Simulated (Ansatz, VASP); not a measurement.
TiSiTe4: VASP beside Ansatz

Contents of INCAR:

```
PREC     = Accurate       # precision mode
ENCUT    = 520            # plane-wave cutoff, eV
EDIFF    = 1E-7           # SCF threshold, eV
ISMEAR   = 0              # smearing method
SIGMA    = 0.1            # smearing width, eV
LREAL    = F              # projectors in reciprocal space
LASPH    = T              # aspherical terms in the spheres
NELM     = 100            # most SCF steps
ALGO     = Normal         # electronic algorithm
ISIF     = 2              # what is computed and relaxed
LWAVE    = F              # write WAVECAR
LCHARG   = F              # write CHGCAR
GGA      = PE             # functional
NBANDS   = 29             # bands
```

The input KPOINTS:

```
Automatic mesh
0
Gamma
  4 4 4
```

The input POSCAR:

```
TiSiTe4
1.0
    4.4773775700     -4.5562252900      0.0000000000
    4.4773775700      4.5562252900      0.0000000000
    0.0000000000      0.0000000000      4.1708176300
Ti Si Te
1 1 4
Direct
    0.0000000000      0.0000000000      0.0000000000
    0.5000000000      0.5000000000      0.5000000000
    0.1963616800      0.1963616800      0.5000000000
    0.8036383200      0.8036383200      0.5000000000
    0.3023024600      0.6976975400      0.0000000000
    0.6976975400      0.3023024600      0.0000000000
```

Input for Ansatz:

```yaml
crystal:
  lattice:
    - [4.47737757, -4.55622529, 0.0]
    - [4.47737757, 4.55622529, 0.0]
    - [0.0, 0.0, 4.17081763]
  atoms:
    - { symbol: Ti, position: [0.0, 0.0, 0.0] }
    - { symbol: Si, position: [0.5, 0.5, 0.5] }
    - { symbol: Te, position: [0.19636168, 0.19636168, 0.5] }
    - { symbol: Te, position: [0.80363832, 0.80363832, 0.5] }
    - { symbol: Te, position: [0.30230246, 0.69769754, 0.0] }
    - { symbol: Te, position: [0.69769754, 0.30230246, 0.0] }
basis:
  ecutwfc: 420
kpoints:
  mp_grid: { grid: [4, 4, 4] }
hamiltonian:
  xc: pbe
scf:
  occupations: { method: gaussian, width: 0.1 }
  lower_state_search: "off"
output:
  forces: true
  stress: true
  eigenvalues: true
```

Change from the starting cell: species swapped into the NbVO4 type (Cmmm, No. 65).

Alike in both runs: task single point; functional PBE; k mesh 4 × 4 × 4; occupations gaussian, width 0.1 eV; no spin polarisation.

```csv
,VASP,Ansatz
version,VASP 6.6.1,Ansatz 0.2.0
potentials or method,"VASP PAW PBE potentials, release 64 (Ti_sv, Si, Te)","scalar-relativistic, plane waves, PAW"
plane-wave cutoff (eV),520,420
valence electrons in the cell,40,80
```

VASP gave:

| Quantity | Value |
| --- | --- |
| gap on the k mesh at the Fermi level (eV) | none |
| pressure (GPa) | 0.7 |
| largest component of the traceless stress (GPa) | 1.95 |
| rms of the force components (eV/Å) | 0.065 |

Problem. Estimate Ansatz's values.

Solution. gap on the k mesh at the Fermi level (eV): none; pressure (GPa): 0.7; largest component of the traceless stress (GPa): 1.95; rms of the force components (eV/Å): 0.067.

Atom by atom the forces differ by 0.002 eV/Å (rms over components). A gap of «none» marks a metal or a gap that the smearing closes. With one functional, cell and mesh, what is left measures potentials, basis and numerics. The two sets of potentials don't hold the same shells in valence.

Caveats: the k mesh is coarse (spacing up to 0.38 Å⁻¹), so the values aren't converged. The runs have no spin-orbit coupling, so splittings on Te are missing.
